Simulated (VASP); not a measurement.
A convergence study with VASP on Mg (space group no. 194 when undisturbed): a few settings are varied, all else stays as given below, so the limit is that of these other settings. One atom is moved off its site, so that forces are finite.

```xyz
2
Lattice="1.6002 -2.7716 0.0000 1.6002 2.7716 0.0000 0.0000 0.0000 5.1944" Properties=species:S:1:pos:R:3 pbc="T T T"
Mg     1.6002     0.9239     1.3486
Mg     1.6002    -0.9239     3.8958
```

Computed with LDA (Ceperley-Alder, Perdew-Zunger), VASP's LDA PAW potentials (set 64) (plane waves; VASP). The last row used: 300 eV cut-off, 21×21×11 Γ-centred mesh shifted by (0.5, 0.5, 0.5), Fermi-Dirac smearing of 0.10 eV, potentials Mg.

```csv
setting,E (eV/atom),pressure (GPa),largest force (eV/Å),irreducible k-points
2×2×1 mesh,-2.6212,-5.46,0.278,2
2×2×2 mesh,-1.9931,-3.48,0.251,3
3×3×2 mesh,-1.8091,-3.20,0.135,6
4×4×2 mesh,-1.8453,-3.07,0.101,10
4×4×3 mesh,-1.8042,-2.81,0.088,16
5×5×3 mesh,-1.7963,-2.54,0.114,24
6×6×3 mesh,-1.8176,-2.65,0.113,33
6×6×4 mesh,-1.7998,-2.55,0.111,42
7×7×4 mesh,-1.7985,-2.56,0.116,56
8×8×4 mesh,-1.7855,-2.47,0.117,72
8×8×5 mesh,-1.7840,-2.41,0.117,92
9×9×5 mesh,-1.7925,-2.49,0.114,115
10×10×6 mesh,-1.7947,-2.47,0.118,165
11×11×6 mesh,-1.7902,-2.46,0.117,198
12×12×7 mesh,-1.7950,-2.47,0.118,276
14×14×8 mesh,-1.7942,-2.48,0.117,420
15×15×8 mesh,-1.7951,-2.47,0.118,480
17×17×9 mesh,-1.7953,-2.48,0.118,693
19×19×10 mesh,-1.7959,-2.49,0.118,950
21×21×11 mesh,-1.7950,-2.48,0.117,1276
```

Left out are rungs that failed or repeat a setting and relaxations that didn't move; long series are thinned to 24 rows.

The structure is a typed Mg crystal (space group no. 194). The cell was not relaxed at this level, it is distorted from the ideal structure.
